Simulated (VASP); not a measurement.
## Quasiparticle energies of CdS (Greenockite) in VASP

How does the gap of CdS (Greenockite) change from the starting functional to GW? The cell is of the wurtzite type, one of the forms listed for this formula. The start is a cell from a database of measured crystal structures.

Method: PBE; plane waves and PAW (Cd_GW, S_GW), in the first sound run; inputs show where later runs differ, in VASP 6.6.1.

**1. The starting structure**

Symmetry: P6_3mc, No. 186, hexagonal system. Conventional cell: a = 4.137 Å, b = 4.137 Å, c = 6.714 Å, α = 90.00°, β = 90.00°, γ = 120.00°. Nearest to Cd lie 4 S at 2.52 to 2.53 Å. S has 4 Cd at 2.52 to 2.53 Å nearest. Farther neighbours and most contacts between anions are not listed.

Structure file:

```cif
data_structure
_symmetry_space_group_name_H-M 'P6_3mc'
_symmetry_Int_Tables_number 186
_cell_length_a 4.1370
_cell_length_b 4.1370
_cell_length_c 6.7144
_cell_angle_alpha 90.000
_cell_angle_beta 90.000
_cell_angle_gamma 120.000
_cell_volume 99.52
loop_
_atom_site_label
_atom_site_type_symbol
_atom_site_symmetry_multiplicity
_atom_site_Wyckoff_symbol
_atom_site_fract_x
_atom_site_fract_y
_atom_site_fract_z
_atom_site_occupancy
Cd1 Cd 2 b 0.66667 0.33333 0.00000 1
S1 S 2 b 0.66667 0.33333 0.37500 1
```

**2. Ground state**

The orbitals come from a self-consistent PBE run with a tight EDIFF and a narrow smearing. KPOINTS_OPT adds the bands along a path, which shows whether the mesh holds the band edges.

INCAR

```
SYSTEM = CdS
PREC = Accurate
ENCUT = 330
EDIFF = 1E-08
NELM = 100
ISMEAR = 0
SIGMA = 0.01
LREAL = .FALSE.
ALGO = Normal
GGA = PE
NBANDS = 24
LORBIT = 11
LWAVE = .TRUE.
LCHARG = .FALSE.
KPAR = 8
```

POSCAR

```
CdS
1.0
    4.1370000000      0.0000000000      0.0000000000
   -2.0685000000      3.5827470955      0.0000000000
    0.0000000000      0.0000000000      6.7144000000
Cd S
2 2
Direct
    0.6666666667      0.3333333333      0.0000000000
    0.3333333333      0.6666666667      0.5000000000
    0.6666666667      0.3333333333      0.3750000000
    0.3333333333      0.6666666667      0.8750000000
```

KPOINTS

```
Automatic mesh
0
Gamma
6 6 4
0 0 0
```

KPOINTS_OPT

```
Line mode
12
Line-mode
Reciprocal
  0.00000000   0.00000000   0.00000000 GAMMA
  0.50000000   0.00000000   0.00000000 M

  0.50000000   0.00000000   0.00000000 M
  0.33333333   0.33333333   0.00000000 K

  0.33333333   0.33333333   0.00000000 K
  0.00000000   0.00000000   0.00000000 GAMMA

  0.00000000   0.00000000   0.00000000 GAMMA
  0.00000000   0.00000000   0.50000000 A

  0.00000000   0.00000000   0.50000000 A
  0.50000000   0.00000000   0.50000000 L

  0.50000000   0.00000000   0.50000000 L
  0.33333333   0.33333333   0.50000000 H

  0.33333333   0.33333333   0.50000000 H
  0.00000000   0.00000000   0.50000000 A

  0.50000000   0.00000000   0.50000000 L
  0.50000000   0.00000000   0.00000000 M

  0.33333333   0.33333333   0.00000000 K
  0.33333333   0.33333333   0.50000000 H
```

PAW data sets: Cd_GW and S_GW (PBE family, release 64).

Command:

```bash
mpirun -np 8 vasp_std
```

Output:

```text
[banner, memory and clock lines left out]
running    8 mpi-ranks, on    1 nodes
 distrk:  each k-point on    1 cores,    8 groups
 distr:  one band on    1 cores,    1 groups

 POSCAR found type information on POSCAR CdS
 POSCAR found :  2 types and       4 ions
|                                                                             |
|           W    W    AA    RRRRR   N    N  II  N    N   GGGG   !!!           |
|           W    W   A  A   R    R  NN   N  II  NN   N  G    G  !!!           |
|           W    W  A    A  R    R  N N  N  II  N N  N  G       !!!           |
|           W WW W  AAAAAA  RRRRR   N  N N  II  N  N N  G  GGG   !            |
|           WW  WW  A    A  R   R   N   NN  II  N   NN  G    G                |
|           W    W  A    A  R    R  N    N  II  N    N   GGGG   !!!           |
|                                                                             |
|     For optimal performance we recommend to set                             |
|       NCORE = 2 up to number-of-cores-per-socket                            |
|     NCORE specifies how many cores store one orbital (NPAR=cpu/NCORE).      |
|     This setting can greatly improve the performance of VASP for DFT.       |
|     The default, NCORE=1 might be grossly inefficient on modern             |
|     multi-core architectures or massively parallel machines. Do your        |
|     Unfortunately you need to use the default for GW and RPA                |
|     calculations (for HF NCORE is supported but not extensively tested      |
|     yet).                                                                   |
|                                                                             |

 LDA part: xc-table for (Slater+PW92), standard interpolation
 POSCAR, INCAR and KPOINTS ok, starting setup
 FFT: planning ... GRIDC
 FFT: planning ... GRID_SOFT
 FFT: planning ... GRID
 WAVECAR not read
 entering main loop
       N       E                     dE             d eps       ncg     rms          rms(c)
DAV:   1     0.184731872604E+03    0.18473E+03   -0.13857E+04  1064   0.990E+02
DAV:   2    -0.269334845197E+01   -0.18743E+03   -0.18364E+03  1536   0.333E+02
DAV:   3    -0.128629019352E+02   -0.10170E+02   -0.10115E+02  1520   0.718E+01
DAV:   4    -0.134148799136E+02   -0.55198E+00   -0.55159E+00  1744   0.169E+01
DAV:   5    -0.134345165677E+02   -0.19637E-01   -0.19635E-01  1592   0.281E+00    0.101E+01
DAV:   6    -0.123521677331E+02    0.10823E+01   -0.20592E+00  1344   0.150E+01    0.809E+00
DAV:   7    -0.123332473654E+02    0.18920E-01   -0.10572E+00  1440   0.595E+00    0.267E+00
DAV:   8    -0.123254209159E+02    0.78264E-02   -0.11264E-01  1368   0.302E+00    0.627E-01
DAV:   9    -0.123242535865E+02    0.11673E-02   -0.19079E-02  1344   0.165E+00    0.940E-02
DAV:  10    -0.123242903849E+02   -0.36798E-04   -0.18261E-03  1528   0.466E-01    0.403E-02
DAV:  11    -0.123244355120E+02   -0.14513E-03   -0.36681E-04  1512   0.137E-01    0.104E-02
DAV:  12    -0.123244347493E+02    0.76265E-06   -0.40190E-05  1568   0.582E-02    0.668E-03
DAV:  13    -0.123244353943E+02   -0.64493E-06   -0.90710E-06  1344   0.302E-02    0.143E-03
DAV:  14    -0.123244353573E+02    0.37014E-07   -0.12606E-06  1624   0.665E-03    0.910E-04
DAV:  15    -0.123244353542E+02    0.30450E-08   -0.26239E-07  1392   0.432E-03    0.307E-04
DAV:  16    -0.123244353288E+02    0.25434E-07   -0.27405E-08  1224   0.153E-03    0.221E-04
DAV:  17    -0.123244353208E+02    0.79594E-08   -0.33838E-09   944   0.591E-04
   1 F= -.12324435E+02 E0= -.12324435E+02  d E =-.963459E-40
 Start KPOINTS_OPT (optional k-point list driver)
k-point batch [1-21\108]
       N       E                     dE             ncg
DAV:   1     0.160300771138E+04   -0.11036E+05     1064
DAV:   2    -0.235727082041E+04   -0.39603E+04     1440
DAV:   3    -0.258729241732E+04   -0.23002E+03     1592
DAV:   4    -0.259681387507E+04   -0.95215E+01     1696
DAV:   5    -0.259725056720E+04   -0.43669E+00     1648
DAV:   6    -0.259727875497E+04   -0.28188E-01     1776
DAV:   7    -0.259727988778E+04   -0.11328E-02     1616
DAV:   8    -0.259727996706E+04   -0.79282E-04     1848
DAV:   9    -0.259727997208E+04   -0.50230E-05     1624
DAV:  10    -0.259727997260E+04   -0.52076E-06     1392
DAV:  11    -0.259727997264E+04   -0.36112E-07     1104
DAV:  12    -0.259727997264E+04   -0.31869E-08     1016
[...]
k-point batch [106-108\108]
       N       E                     dE             ncg
DAV:   1     0.165194561882E+05   -0.27561E+04      152
DAV:   2     0.159696429286E+05   -0.54981E+03      200
DAV:   3     0.159374768969E+05   -0.32166E+02      256
DAV:   4     0.159367290977E+05   -0.74780E+00      232
DAV:   5     0.159366743597E+05   -0.54738E-01      240
DAV:   6     0.159366721116E+05   -0.22482E-02      224
DAV:   7     0.159366720313E+05   -0.80301E-04      264
DAV:   8     0.159366720297E+05   -0.15874E-05      224
DAV:   9     0.159366720296E+05   -0.62460E-07      248
DAV:  10     0.159366720296E+05    0.35288E-09      136
 writing wavefunctions
```

The job ended after 17 s (8 MPI ranks of Intel Xeon Platinum 8488C (Sapphire Rapids), shared host; peak memory 1.7 GiB).

The logs omit lines about the potential files and the build; timing stands in the text.

Parts of OUTCAR (step 2):

```text
ion  position               nearest neighbor table
   1  0.667  0.333  0.000-   3 2.52   4 2.53   4 2.53   4 2.53
   2  0.333  0.667  0.500-   4 2.52   3 2.53   3 2.53   3 2.53
   3  0.667  0.333  0.375-   1 2.52   2 2.53   2 2.53   2 2.53
   4  0.333  0.667  0.875-   2 2.52   1 2.53   1 2.53   1 2.53

  LATTYP: Found a hexagonal cell.
 ALAT       =     4.1370000000
 C/A-ratio  =     1.6230118443

 Subroutine GETGRP returns: Found 12 space group operations
 (whereof  6 operations were pure point group operations)

The static configuration has the point symmetry C_3v.
 The point group associated with its full space group is C_6v.

 Found     21 irreducible k-points:

   k-points           NKPTS =     21   k-points in BZ     NKDIM =     21   number of bands    NBANDS=     24

   dimension x,y,z NGX =    28 NGY =   28 NGZ =   40
   dimension x,y,z NGXF=    56 NGYF=   56 NGZF=   80

   ENCUT  =  330.0 eV  24.25 Ry    4.92 a.u.   6.13  6.13  9.95*2*pi/ulx,y,z

   NELECT =      36.0000    total number of electrons

 k-points in reciprocal lattice and weights: Automatic mesh
   0.00000000  0.00000000  0.00000000       0.007
   0.16666667  0.00000000  0.00000000       0.042
   0.33333333  0.00000000  0.00000000       0.042
   0.50000000  0.00000000  0.00000000       0.021
   0.16666667  0.16666667  0.00000000       0.042
   0.33333333  0.16666667  0.00000000       0.083
   0.33333333  0.33333333  0.00000000       0.014
   0.00000000  0.00000000  0.25000000       0.014
   0.16666667  0.00000000  0.25000000       0.083
[...]
0.33333333  0.16666667  0.50000000       0.083
   0.33333333  0.33333333  0.50000000       0.014

 average (electrostatic) potential at core
       1 -68.6169       2 -68.6169       3 -91.1363       4 -91.1363

 E-fermi :   2.7128

 k-point     1 :       0.0000    0.0000    0.0000
  band No.  band energies     occupation
    ...
     14       1.8518      2.00000
     15       1.8518      2.00000
     16       2.5782      2.00000
     17       2.6219      2.00000
     18       2.6219      2.00000
     19       3.8332      0.00000
     20       5.4180      0.00000
     21       9.0818      0.00000
     22       9.0818      0.00000
     23       9.4122      0.00000
    ...

 k-point     2 :       0.1667    0.0000    0.0000
  band No.  band energies     occupation
    ...
     14       0.8913      2.00000
     15       1.4274      2.00000
     16       1.5370      2.00000
     17       2.3740      2.00000
     18       2.4376      2.00000
     19       4.9730      0.00000
     20       6.2743      0.00000
     21       8.3694      0.00000
     22       9.4333      0.00000
     23       9.4369      0.00000
    ...

 k-point     3 :       0.3333    0.0000    0.0000
  band No.  band energies     occupation
    ...
     14      -0.3360      2.00000
     15       0.0964      2.00000
     16       0.9904      2.00000
     17       1.7926      2.00000
     18       2.0656      2.00000
     19       6.0588      0.00000
     20       6.6243      0.00000
     21       7.9870      0.00000
     22       8.8333      0.00000
     23       9.6735      0.00000
    ...

  Total        1.2672533      1.2672533      1.6912229      0.0000000      0.0000000      0.0000000
  in kB       20.4016427     20.4016427     27.2271735      0.0000000      0.0000000      0.0000000
  external PRESSURE =      22.6768196 kB  Pullay stress =       0.0000000 kB

  energy-cutoff  :      330.00
  volume of cell :       99.52
      direct lattice vectors                 reciprocal lattice vectors
     4.137000000  0.000000000  0.000000000     0.241721054  0.139557716  0.000000000
    -2.068500000  3.582747095  0.000000000     0.000000000  0.279115431  0.000000000
     0.000000000  0.000000000  6.714400000     0.000000000  0.000000000  0.148933635

 POSITION                                       TOTAL-FORCE (eV/Angst)
 -----------------------------------------------------------------------------------
      2.06850      1.19425      0.00000         0.000000      0.000000     -0.071112
     -0.00000      2.38850      3.35720        -0.000000      0.000000     -0.071112
      2.06850      1.19425      2.51790        -0.000000      0.000000      0.071112
     -0.00000      2.38850      5.87510         0.000000      0.000000      0.071112
 -----------------------------------------------------------------------------------
    total drift:                                0.000000      0.000000      0.000092

  FREE ENERGIE OF THE ION-ELECTRON SYSTEM (eV)
  ---------------------------------------------------
  free  energy   TOTEN  =       -12.3244353208 eV

  energy  without entropy=      -12.3244353208  energy(sigma->0) =      -12.32443532

 total charge
# of ion       s       p       d       f       tot
--------------------------------------------------
    1        0.493   0.421   9.712   0.024  10.650
    2        0.493   0.421   9.712   0.024  10.650
    3        1.312   2.371   0.024   0.000   3.706
    4        1.312   2.371   0.024   0.000   3.706
--------------------------------------------------
tot          3.609   5.584  19.472   0.048  28.713

[... 3 further parts left out ...]
```

This step gave:

```yaml
free_energy_toten: -12.32 eV
fermi_energy: 2.713 eV
pressure: 2.268 GPa
least_gap_on_mesh_and_path: 1.211 eV
least_direct_gap_on_mesh_and_path: 1.211 eV
```

The highest empty bands on the path are converged less tightly, to about 0.1 eV. Electronic bands along the path, in eV, zero at the valence-band top; v1 is the highest filled band, c1 the lowest empty one:

```tsv
point	v4	v3	v2	v1	c1	c2	c3	c4
Γ	-0.77	-0.04	0.00	0.00	1.21	2.80	6.46	6.46
0.45 of the way	-1.74	-1.29	-0.42	-0.32	2.83	3.95	5.53	6.51
M	-2.66	-1.88	-1.30	-0.74	3.72	3.88	5.11	6.40
0.55 of the way	-2.74	-2.19	-1.48	-1.26	4.41	4.80	4.90	6.48
K	-3.09	-1.86	-1.86	-1.62	4.64	5.10	5.10	7.16
0.55 of the way	-2.16	-1.51	-0.55	-0.53	3.19	4.38	5.55	5.97
Γ	-0.77	-0.04	0.00	0.00	1.21	2.80	6.46	6.46
0.45 of the way	-0.68	-0.68	-0.10	-0.10	2.00	2.86	6.36	6.52
A	-0.40	-0.40	-0.40	-0.40	2.86	2.86	6.18	6.18
0.45 of the way	-1.28	-1.28	-0.83	-0.83	3.81	3.81	5.42	5.42
L	-1.34	-1.34	-1.33	-1.33	3.48	3.48	5.39	5.39
0.55 of the way	-2.03	-2.03	-1.17	-1.17	4.08	4.08	5.78	5.78
H	-2.42	-2.42	-1.12	-1.12	4.40	4.40	6.09	6.09
0.45 of the way	-1.43	-1.43	-1.24	-1.24	4.19	4.19	5.48	5.48
A	-0.40	-0.40	-0.40	-0.40	2.86	2.86	6.18	6.18
jump to L	-1.34	-1.34	-1.33	-1.33	3.48	3.48	5.39	5.39
0.45 of the way	-2.07	-1.70	-1.10	-0.96	3.30	3.90	5.56	5.61
M	-2.66	-1.88	-1.30	-0.74	3.72	3.88	5.11	6.40
jump to K	-3.09	-1.86	-1.86	-1.62	4.64	5.10	5.10	7.16
0.55 of the way	-2.87	-1.91	-1.43	-1.43	4.74	4.74	5.16	6.69
H	-2.42	-2.42	-1.12	-1.12	4.40	4.40	6.09	6.09
```

Of the projections kept (Cd, S), the largest for each band there; the rest of the weight can lie on other orbitals:

```tsv
point	v4	v3	v2	v1	c1	c2	c3	c4
Γ	S 0.75	S 0.77	S 0.77	S 0.77	Cd 0.57	Cd 0.69	Cd 0.76	Cd 0.76
M	S 0.67	S 0.74	S 0.70	S 0.75	Cd 0.56	Cd 0.72	Cd 0.51	S 0.59
K	S 0.71	S 0.69	S 0.69	S 0.70	Cd 0.68	Cd 0.50	Cd 0.50	S 0.72
Γ	S 0.75	S 0.77	S 0.77	S 0.77	Cd 0.57	Cd 0.69	Cd 0.76	Cd 0.76
A	S 0.75	S 0.75	S 0.75	S 0.75	Cd 0.54	Cd 0.54	Cd 0.50	Cd 0.50
L	S 0.74	S 0.74	S 0.72	S 0.72	Cd 0.67	Cd 0.67	Cd 0.64	Cd 0.64
```

The cell has a gap of 1.21 eV on mesh and path and a pressure of +2.3 GPa, which holds the misfit of the given cell and coordinates with this functional, and any error of cutoff, mesh and data sets. Spin-orbit coupling is left out, which can shift or reorder these edges. Forces of up to 0.071 eV/Å remain in these settings.

**3. Empty bands**

ALGO = Exact makes the empty bands from the converged ground state in one step. LOPTICS writes the k-derivatives of the orbitals (WAVEDER), which give the long-wavelength limit of the screening.

INCAR

```
SYSTEM = CdS
PREC = Accurate
ENCUT = 330
ISMEAR = 0
SIGMA = 0.01
LREAL = .FALSE.
GGA = PE
NBANDS = 232
ALGO = Exact
NELM = 1
LWAVE = .TRUE.
LCHARG = .FALSE.
LOPTICS = .TRUE.
NEDOS = 1000
CSHIFT = 0.1
```

POSCAR is that of step 2.

KPOINTS is that of step 2.

Command:

```bash
mpirun -np 8 vasp_std
```

Output:

```text
[banner, memory and clock lines left out]
running    8 mpi-ranks, on    1 nodes
 distrk:  each k-point on    8 cores,    1 groups
 distr:  one band on    1 cores,    8 groups

 POSCAR found type information on POSCAR CdS
 POSCAR found :  2 types and       4 ions
 [... a notice as in an earlier step ...]

 LDA part: xc-table for (Slater+PW92), standard interpolation
 found WAVECAR, reading the header
  number of bands has changed, file:    24 present:   232
  trying to continue reading WAVECAR, but it might fail
 POSCAR, INCAR and KPOINTS ok, starting setup
 FFT: planning ... GRIDC
 FFT: planning ... GRID_SOFT
 FFT: planning ... GRID
 reading WAVECAR
 random initialization beyond band           24
 the WAVECAR file was read successfully
 initial charge from wavefunction
 entering main loop
       N       E                     dE             d eps       ncg     rms          rms(c)
DIA:   1    -0.123244353209E+02   -0.12324E+02    0.00000E+00     0   0.000E+00
   1 F= -.12324435E+02 E0= -.12324435E+02  d E =-.698471E-24
 writing wavefunctions
 optical routines
 imaginary and real dielectric function
 recalculating local potential from charge density
 direction            1
 direction            2
 direction            3
```

Elapsed: 17 s, on 8 MPI ranks; peak memory 2.1 GiB.

OUTCAR, selected parts (step 3):

```text
 Found     21 irreducible k-points:

   k-points           NKPTS =     21   k-points in BZ     NKDIM =     21   number of bands    NBANDS=    232

   NELECT =      36.0000    total number of electrons

 E-fermi :   2.6898

 k-point     1 :       0.0000    0.0000    0.0000
  band No.  band energies     occupation
    ...
     14       1.8518      2.00000
     15       1.8518      2.00000
     16       2.5782      2.00000
     17       2.6218      2.00000
     18       2.6218      2.00000
     19       3.8332      0.00000
     20       5.4180      0.00000
     21       9.0818      0.00000
     22       9.0818      0.00000
     23       9.4122      0.00000
    ...

 k-point     2 :       0.1667    0.0000    0.0000
  band No.  band energies     occupation
    ...
     14       0.8913      2.00000
     15       1.4274      2.00000
     16       1.5370      2.00000
     17       2.3739      2.00000
     18       2.4375      2.00000
     19       4.9730      0.00000
     20       6.2743      0.00000
     21       8.3694      0.00000
     22       9.4333      0.00000
     23       9.4369      0.00000
    ...

  Total        1.2670648      1.2670648      1.6910423      0.0000000      0.0000000      0.0000000
  in kB       20.3986084     20.3986084     27.2242658      0.0000000      0.0000000      0.0000000
  external PRESSURE =      22.6738275 kB  Pullay stress =       0.0000000 kB

 POSITION                                       TOTAL-FORCE (eV/Angst)
 -----------------------------------------------------------------------------------
      2.06850      1.19425      0.00000         0.000000     -0.000000     -0.071105
     -0.00000      2.38850      3.35720        -0.000000     -0.000000     -0.071105
      2.06850      1.19425      2.51790         0.000000     -0.000000      0.071105
     -0.00000      2.38850      5.87510        -0.000000      0.000000      0.071105
 -----------------------------------------------------------------------------------
    total drift:                                0.000000      0.000000      0.000100

  FREE ENERGIE OF THE ION-ELECTRON SYSTEM (eV)
  ---------------------------------------------------
  free  energy   TOTEN  =       -12.3244353209 eV

  energy  without entropy=      -12.3244353209  energy(sigma->0) =      -12.32443532

 plasma frequency squared (from intraband transitions) (eV^2)
  --------------------------------------------------------------------------------------
       0.000       0.000       0.000
       0.000       0.000      -0.000
       0.000       0.000       0.000

[... 11 parts as in an earlier step ...]

[... 2 further parts left out ...]
```

The gap is read on the k-mesh alone, so it is an upper bound where the band edges lie off the mesh.

Numbers from this step:

```yaml
gap_on_the_k_mesh: 1.211 eV
least_direct_gap_on_the_k_mesh: 1.211 eV
```

WAVECAR now holds 232 bands for 36 electrons. Its independent-particle dielectric tensor has xx, yy, zz = 7.0, 7.0, 6.9 on this mesh, which isn't tested for convergence in mesh or bands and lacks local fields.

(Part 1 of 3 ends here.)

[Lines on the potential files, build, host, timing and source positions are cut from VASP's logs without a mark.]

[Logs are printed without paths, hosts, clocks, repeated set-up lines and the standing remarks that a program may print on its own settings, such as how far it seeks lower states.]

[Hosts, paths, dates, database ids (printed as entryN), source tags and the programs' standing remarks are cut or masked in the printed files.]

[Pressures printed for these runs are not shown converged in the cutoff: they can be off by several GPa and have the wrong sign.]
